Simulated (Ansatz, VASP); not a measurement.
**SiBi: VASP beside Ansatz**

One calculation is typed for both programs; each brings its own data sets. How far apart do they land? The cell is generated by rule, not measured, and may not be a known phase. The cell is taken from a series of runs on this material, whose earlier steps may have relaxed, scaled, displaced or heated it; both programs get it as it stands.

Program: Ansatz 0.2.0. Level of theory: plane waves, with VASP 6.6.1 beside it; zone-centre phonons at LDA. Results are calculated unless marked as measured.

The structure was built from a prototype and need not be the compound's stable phase.

## (1) The starting structure

Symmetry: Fm-3m, No. 225, cubic system. The conventional cell has a = 5.762 Å, b = 5.762 Å, c = 5.762 Å, α = 90.00°, β = 90.00°, γ = 90.00°. Nearest to Si lie 6 Bi at 2.88 Å. Nearest to Bi lie 6 Si at 2.88 Å. Farther neighbours are not listed.

## (2) Ansatz: zone-centre phonons, LDA, pair 1

Ansatz runs on its default PAW (the set named soft_2) files.

Second derivatives magnify differences that forces hide, and they need a tight electronic threshold.

input.yaml

```yaml
crystal:
  lattice:
    - [0.0, 2.8811536828, 2.8811536828]
    - [2.8811536828, 0.0, 2.8811536828]
    - [2.8811536828, 2.8811536828, 0.0]
  atoms:
    - { symbol: Si, position: [0.0, 0.0, 0.0] }
    - { symbol: Bi, position: [0.5, 0.5, 0.5] }
kpoints:
  mp_grid: { grid: [12, 12, 12] }
hamiltonian:
  xc: lda
scf:
  occupations: { method: methfessel_paxton, width: 0.2 }
output:
  eigenvalues: true
phonons:
  method: dfpt
```

Command:

```console
$ ansatz run input.yaml --threads 4 --pin off --max-ram 14336MiB --backend cpu --events-out ev --progress --plain --runs-dir out
```

Numbers of over 12 decimals in the logs are rounded to 6 here.

What it wrote:

```text
Engine: ansatz 0.2.0, aarch64-unknown-linux-gnu
Pseudopotentials: kind: paw
Pseudopotential: Si, paw, valence charge 4, recommended cutoff 420 eV (normal), Si.paw.azcp
Pseudopotential: Bi, paw, valence charge 15, recommended cutoff 420 eV (normal), Bi.paw.azcp
Functional definition: SPW92
  exchange = slater_x
  correlation = pw_c
Crystal: 2 atoms, lattice volume = 47.833 Å³
Basis set: ecut = 420 eV, 941 PW (Γ), exchange–correlation on 60×60×60 points (8 copies of the dense FFT grid, shifted against one another)
Bands: 14, of which v1, the nominal top of the filled ones, is band 10 counted from 1 (9 counted from 0)
Symmetry: 48 space group operations
k-points: 163 of 1728 (irreducible under 8 space group operations, time reversal used)
Non-local potential: Si, projectors of the file, l = 0: 2, l = 1: 2, l = 2: 2
Non-local potential: Bi, projectors of the file, l = 0: 2, l = 1: 2, l = 2: 2, l = 3: 2
PAW form: soft (Blöchl's): semilocal exchange-correlation on the pseudo side does not see the compensation charge
PAW frozen core: Si, regenerated for the run's functional, and the local potential with it (the file was generated under x = pbe(κ = 0.804, μ = 0.219515), c = pbe(β = 0.066725))
PAW frozen core: Bi, regenerated for the run's functional, and the local potential with it (the file was generated under x = pbe(κ = 0.804, μ = 0.219515), c = pbe(β = 0.066725))
PAW one-centre angular grid: Si, 110 points (default); XC on 64 Gauss nodes
PAW one-centre angular grid: Bi, 590 points (default); XC on 64 Gauss nodes
Initial density: superposition of atomic densities (neutral atoms: chi_scale 0, normalization atom), corrected by the library's trained network
Initial wavefunctions: pseudopotential atomic-orbital guess
Functional: x = slater, c = lda
SCF iter   1: F=—  HF=-12693.761274 eV  |F-HF|=—  |Δ(HF+E_count)|=         —  Δρ=4.20e-3  dr2=5.98e-3  ethr=1.77e-3  ⟨swp⟩=5.4  Hψ=12705  notcnv=0
preconditioner: auto → Kerker (q_TF=auto, 2.339 Å⁻¹)  [metal: Δε(μ)=0.031 eV  Ē_g=18.734 eV  σ=0.200 eV  W_gap=0.13  n_scr=14 (ndim 8)  ℏωp=23.4 eV  f_vac=0.000  D(μ)=1.00/eV (n_scr^D=8)]
SCF iter   2: F=—  HF=-12693.759668 eV  |F-HF|=—  |Δ(HF+E_count)|=   1.61e-3  S|Δr|=    0.00e0  Δρ=2.52e-3  dr2=2.23e-3  ethr=3.15e-5  ⟨swp⟩=1.6  Hψ=3774  notcnv=0
SCF iter   3: F=—  HF=-12693.759199 eV  |F-HF|=—  |Δ(HF+E_count)|=   4.68e-4  S|Δr|=    0.00e0  Δρ=4.74e-4  dr2=8.44e-5  ethr=1.17e-5  ⟨swp⟩=2.3  Hψ=3854  notcnv=0
SCF iter   4: F=—  HF=-12693.759170 eV  |F-HF|=—  |Δ(HF+E_count)|=   2.95e-5  S|Δr|=    0.00e0  Δρ=2.13e-4  dr2=1.91e-5  ethr=4.44e-7  ⟨swp⟩=2.9  Hψ=3959  notcnv=0
SCF iter   5: F=—  HF=-12693.759166 eV  |F-HF|=—  |Δ(HF+E_count)|=   3.85e-6  S|Δr|=    0.00e0  Δρ=2.34e-5  dr2=2.87e-7  ethr=1.00e-7  ⟨swp⟩=2.4  Hψ=3625  notcnv=0
SCF iter   6: F=—  HF=-12693.759175 eV  |F-HF|=—  |Δ(HF+E_count)|=   9.29e-6  S|Δr|=    0.00e0  Δρ=5.59e-6  dr2=1.30e-8  ethr=1.51e-9  ⟨swp⟩=3.0  Hψ=4071  notcnv=0
SCF iter   7: F=—  HF=-12693.759175 eV  |F-HF|=—  |Δ(HF+E_count)|=  3.26e-10  S|Δr|=    0.00e0  Δρ=2.05e-6  dr2=2.13e-9  ethr=6.82e-11  ⟨swp⟩=1.8  Hψ=2792  notcnv=0
SCF iter   8: F=—  HF=-12693.759175 eV  |F-HF|=—  |Δ(HF+E_count)|=   1.10e-9  S|Δr|=    0.00e0  Δρ=3.60e-7  dr2=7.83e-11  ethr=1.12e-11  ⟨swp⟩=2.2  Hψ=3636  notcnv=0
SCF iter   9: F=-12693.759175 eV  HF=-12693.759175 eV  |F-HF|=0.00e0  |Δ(HF+E_count)|=  4.00e-11  S|Δr|=    0.00e0  Δρ=8.15e-8  dr2=4.15e-12  ethr=1.00e-12  ⟨swp⟩=6.4  Hψ=10211  notcnv=0
SCF 1 converged in 9 iterations: F = -12693.759175 eV  dr2 = 4.15e-12
  greatest PAW one-centre occupation: 0.988 electrons in one spin orbital (limit 2), on the Bi atom at site 1 (counted from 0), in its partial waves of l = 2
DFPT response loops at Γ: preconditioner auto → Kerker (q_TF=auto, 2.339 Å⁻¹) (partly filled bands, converged f_vac=0.000); β = 1.00, the filter's whole step (`scf.mixing.beta` (0.50) is not read by the response loops under this deck's `scf.mixing.preconditioner`; to damp them name `kerker` or `kerker_dos`, under which they read `scf.mixing.beta`, and type it under 1.00, their step now; both keys bind the ground state too); Broyden in place of MSR1
SCF converged after 9 iterations
Stability not checked: this state was not tested for a lower state beside it, because cold or Methfessel-Paxton smearing, or corrected tetrahedra, fill the levels in a way that the test cannot read (fill_not_monotonic; see scf.lower_state_search)
Free energy (F): -12693.759175 eV
Harris-Foulkes:  -12693.759175 eV  (|F-HF|=0.00e0)
Internal energy: -12693.758928 eV  (E = F + TS)
E sigma→0 (E₀):  -12693.759113 eV
Entropy (-TS):   -0.000248 eV (-0.124 meV/atom)
Fermi energy:    10.243942 eV
--- Per-component energies (eV) ---
  E_band       = -80.775741
  E_kinetic    = 343.539772
  E_local      = -1548.497467  (includes V_loc(G=0)·N_el)
  E_nonlocal   = 590.879820
  E_hartree    = 508.691239
  E_xc         = -205.440495
  E_vxc        = -191.959789  (∫ρ·V_xc dr)
  E_paw        = -10839.017620  (= ΣΔE_a)
  E_vpaw       = -292.119969  (= ΣTr[D̂ρ^β])
  E_aug_tail   = -0.000517  (compensation charges beyond the density's cutoff)
  E_ewald      = -1543.993105
  E_core_change = 0.079446  (= ΣΔE_core)
  E_smearing   = -0.000248  (= −TS)
  E_closure    = 0.000000  (closes the sum)
  Σ components = -12693.759175   (vs F -12693.759175, Δ=0.00e0)
--- Band table (eV; the first three rows and the last of 163) ---
  k-point 0: bands = [... 6 lower, 7.5535, 9.5233, 9.5233, 9.5233, 15.1529, 15.1529, 15.1529, 15.7286]
  k-point 1: bands = [... 6 lower, 6.8868, 9.5298, 9.5298, 9.9664, 14.6366, 14.6366, 14.7253, 15.7096]
  k-point 2: bands = [... 6 lower, 5.6425, 9.5611, 9.5611, 10.5512, 13.6859, 13.6859, 13.9647, 15.8716]
  k-point 162: bands = [... 6 lower, 3.0247, 5.4430, 5.4430, 11.5768, 11.7652, 15.9600, 15.9600, 18.8669]
--- Phonons (Γ-DFPT): 2 representative perturbations + reference, on 163 of 1728 k-points (Σ response iterations 6) ---
  k mesh reduced under 8 symmetry operations, with k and −k counted as one. Each operation leaves every solved perturbation unchanged. A smaller set is not used because it would not reduce the number of displacements times k-points to solve
  ASR residual: 1.523e-4 → 0.000e0 eV/Å²; symmetrization residual: 5.265e-6 eV/Å²
  ASR residual per site (eV/Å²): 2.01e-5 1.52e-4
  Γ frequencies (cm⁻¹): 0.00 0.00 0.00 140.23 140.23 140.23
  non-analytic LO–TO correction: not included (Born effective charges unavailable; polar crystals: no LO–TO splitting at Γ)
```

## (3) VASP: zone-centre phonons, LDA, pair 1

The same cell, functional (in two slightly different forms), mesh and smearing now go to VASP, with its own data sets.

Lines of VASP's logs that name or quote its potential files are left out, and so is its time.

INCAR

```
SYSTEM = SiBi
PREC = Accurate
ENCUT = 500
EDIFF = 1E-08
NELM = 120
ISMEAR = 1
SIGMA = 0.2
LREAL = .FALSE.
ALGO = Normal
GGA = CA
NBANDS = 15
LORBIT = 11
LWAVE = .FALSE.
LCHARG = .FALSE.
ISIF = 2
IBRION = 8
LASPH = .TRUE.
GGA_COMPAT = .FALSE.
KPAR = 2
```

POSCAR

```
SiBi
1.0
    0.0000000000      2.8811536828      2.8811536828
    2.8811536828      0.0000000000      2.8811536828
    2.8811536828      2.8811536828      0.0000000000
Si Bi
1 1
Direct
    0.0000000000      0.0000000000      0.0000000000
    0.5000000000      0.5000000000      0.5000000000
```

KPOINTS

```
Automatic mesh
0
Gamma
12 12 12
0 0 0
```

The projector-augmented-wave data sets are Si and Bi_d (LDA family, release 64).

Command:

```console
$ mpirun -np 2 vasp_std
```

What it wrote:

```text
[banner, memory and clock lines left out]
running    2 mpi-ranks, on    1 nodes
 distrk:  each k-point on    1 cores,    2 groups
 distr:  one band on    1 cores,    1 groups

 POSCAR found type information on POSCAR SiBi
 POSCAR found :  2 types and       2 ions
 LDA part: xc-table for (Slater(with rela. corr.)+CA(PZ))
 , standard interpolation
 POSCAR, INCAR and KPOINTS ok, starting setup
 FFT: planning ... GRIDC
 FFT: planning ... GRID_SOFT
 FFT: planning ... GRID
 WAVECAR not read
 entering main loop
       N       E                     dE             d eps       ncg     rms          rms(c)
DAV:   1     0.129104543454E+03    0.12910E+03   -0.94675E+03  2167   0.130E+03
DAV:   2    -0.155103953675E+01   -0.13066E+03   -0.12777E+03  2258   0.338E+02
DAV:   3    -0.963016594542E+01   -0.80791E+01   -0.79918E+01  2839   0.860E+01
DAV:   4    -0.982468292382E+01   -0.19452E+00   -0.19439E+00  2732   0.144E+01
DAV:   5    -0.983047702014E+01   -0.57941E-02   -0.57939E-02  3085   0.215E+00    0.212E+00
DAV:   6    -0.978063524130E+01    0.49842E-01   -0.97092E-02  2818   0.310E+00    0.120E+00
DAV:   7    -0.977358115910E+01    0.70541E-02   -0.25229E-02  2965   0.129E+00    0.432E-01
DAV:   8    -0.977234760394E+01    0.12336E-02   -0.27873E-03  2706   0.507E-01    0.393E-02
DAV:   9    -0.977232412485E+01    0.23479E-04   -0.22213E-04  2846   0.142E-01    0.312E-02
DAV:  10    -0.977232688921E+01   -0.27644E-05   -0.14161E-05  2789   0.336E-02    0.614E-03
DAV:  11    -0.977232624796E+01    0.64125E-06   -0.26652E-06  3011   0.151E-02    0.231E-03
DAV:  12    -0.977232626811E+01   -0.20153E-07   -0.17708E-07  2650   0.294E-03    0.537E-04
DAV:  13    -0.977232626800E+01    0.11278E-09   -0.34643E-09  1955   0.561E-04
   1 F= -.97723263E+01 E0= -.97722213E+01  d E =-.314917E-03
 Linear response reoptimize wavefunctions to high precision
DAV:   1    -0.977232626779E+01    0.20509E-09   -0.16013E-09  2187   0.263E-04
DAV:   2    -0.977232626780E+01   -0.10004E-10   -0.17080E-10  1717   0.124E-04
 Linear response DOF=           2
 Linear response progress:
  Degree of freedom:   1/  2
       N       E                     dE             d eps       ncg     rms          rms(c)
RMM:   1    -0.204976582517E-01   -0.20498E-01   -0.49546E-04  9822   0.861E-01
RMM:   2    -0.178086791239E-01    0.26890E-02   -0.17145E-03  8991   0.210E-01    0.514E-02
RMM:   3    -0.179166586582E-01   -0.10798E-03   -0.14173E-04  8835   0.778E-02    0.284E-02
RMM:   4    -0.180519391556E-01   -0.13528E-03   -0.28542E-05  9022   0.368E-02    0.649E-03
RMM:   5    -0.180643320426E-01   -0.12393E-04   -0.41626E-06  9774   0.139E-02    0.159E-03
RMM:   6    -0.180597647038E-01    0.45673E-05   -0.47375E-07  9653   0.397E-03    0.968E-04
RMM:   7    -0.180592542773E-01    0.51043E-06   -0.47621E-08  9489   0.114E-03    0.213E-04
RMM:   8    -0.180597989006E-01   -0.54462E-06   -0.13139E-08  9501   0.320E-04    0.412E-05
RMM:   9    -0.180597615234E-01    0.37377E-07    0.11656E-07  9851   0.140E-04    0.146E-05
RMM:  10    -0.180597463584E-01    0.15165E-07    0.13603E-08  9937   0.682E-05    0.332E-06
RMM:  11    -0.180597431889E-01    0.31696E-08    0.26060E-08  9859   0.349E-05    0.567E-07
 first order change of Fermi-energy   0.12215E-03
 force on displaced ion       1 direction 1 :  -1.816   0.000   0.000
 Linear response progress:
  Degree of freedom:   2/  2
       N       E                     dE             d eps       ncg     rms          rms(c)
RMM:   1    -0.326905527613E+00   -0.32691E+00    0.29600E-01  6293   0.100E+01
RMM:   2    -0.334020399409E+00   -0.71149E-02   -0.17305E-02  8218   0.118E+00    0.546E-02
RMM:   3    -0.334152075407E+00   -0.13168E-03   -0.14998E-03  9110   0.327E-01    0.311E-02
RMM:   4    -0.334057413569E+00    0.94662E-04   -0.10163E-04  9342   0.958E-02    0.702E-03
RMM:   5    -0.334064057632E+00   -0.66441E-05   -0.13586E-05  9234   0.314E-02    0.229E-03
RMM:   6    -0.334066444412E+00   -0.23868E-05   -0.29986E-06  9428   0.130E-02    0.631E-04
RMM:   7    -0.334064710137E+00    0.17343E-05   -0.66248E-07  9666   0.513E-03    0.399E-04
RMM:   8    -0.334058957954E+00    0.57522E-05   -0.14533E-07  9619   0.227E-03    0.964E-05
RMM:   9    -0.334059582527E+00   -0.62457E-06    0.58863E-09  9827   0.104E-03    0.580E-05
RMM:  10    -0.334058801844E+00    0.78068E-06   -0.80561E-08  9604   0.558E-04    0.213E-05
RMM:  11    -0.334058714644E+00    0.87200E-07    0.22696E-08  9860   0.362E-04    0.186E-05
RMM:  12    -0.334058331420E+00    0.38322E-06    0.15014E-08  9231   0.275E-04    0.526E-06
RMM:  13    -0.334058290339E+00    0.41081E-07   -0.95533E-09 10218   0.231E-04    0.929E-07
RMM:  14    -0.334058292057E+00   -0.17180E-08   -0.30474E-08 10352   0.207E-04    0.110E-06
 first order change of Fermi-energy  -0.27755E-04
 force on displaced ion       2 direction 1 :  -1.791   0.000   0.000
 Linear response finished
```

(Part 1 of 2 ends here.)

[Lines on the potential files, build, host, timing and source positions are cut from VASP's logs without a mark.]

[Logs are printed without paths, hosts, clocks, repeated set-up lines and the standing remarks that a program may print on its own settings, such as how far it seeks lower states.]

[Hosts, paths, dates, database ids (printed as entryN), source tags and the programs' standing remarks are cut or masked in the printed files.]
